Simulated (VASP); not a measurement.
Set up this calculation in VASP 6.6.1, as the native input.

```yaml
Task: single point
Functional: LDA
Potentials_or_basis: VASP PAW LDA potentials, release 64 (Y_sv, H, Se)
Cutoff: 520 eV
k_mesh: 9 × 9 × 8
Occupations: gaussian, width 0.01 eV
Spin: no spin polarisation
Dipole_correction: no
Further_INCAR_settings: ALGO = Fast; EDIFF = 1e-06; NBANDS = 16
```

The structure of YHSe lies in POSCAR:

```
YHSe
1.0
    3.7637356356      0.0000000000      0.0000000000
   -1.8818678178      3.2594906736      0.0000000000
    0.0000000000      0.0000000000      3.8146042624
Y H Se
1 1 1
Direct
    0.0000000000      0.0000000000      0.0000000000
    0.3333333333      0.6666666667      0.0000000000
    0.6666666667      0.3333333333      0.5000000000
```

The cell comes from a database or a generator and needn't be the stable form of this composition.

The cell isn't the ideal one: cell and atoms relaxed tightly for response.

The input as run:

INCAR

```
PREC     = Accurate       # precision mode
ENCUT    = 520            # plane-wave cutoff, eV
EDIFF    = 1E-6           # SCF threshold, eV
ISMEAR   = 0              # smearing method
SIGMA    = 0.01           # smearing width, eV
LREAL    = F              # projectors in reciprocal space
LASPH    = T              # aspherical terms in the spheres
NELM     = 100            # most SCF steps
ALGO     = Fast           # electronic algorithm
ISIF     = 2              # what is computed and relaxed
LWAVE    = F              # write WAVECAR
LCHARG   = T              # write CHGCAR
LELF     = T              # ELF
LVHAR    = T            
NBANDS   = 16             # bands
```

KPOINTS

```
regular mesh
0
Gamma
  9 9 8
```

Potentials or basis: VASP PAW LDA potentials, release 64 (Y_sv, H, Se).

Command:

```sh
$ cat potpaw_LDA.64/Y_sv/POTCAR potpaw_LDA.64/H/POTCAR potpaw_LDA.64/Se/POTCAR > POTCAR
$ mpirun -np 1 vasp_std > vasp.out
```

It gave:

```
Pressure               : 0.2 GPa
Band gap on the k mesh : 1.30 eV, indirect (least direct gap 1.68 eV)
```

Caveat: an odd mesh through Γ misses points on the zone boundary, where band edges often lie.

It took 29 s on 1 thread of Intel(R) Xeon(R) Platinum 8488C (Sapphire Rapids) (shared host), peak memory 0.19 GiB.
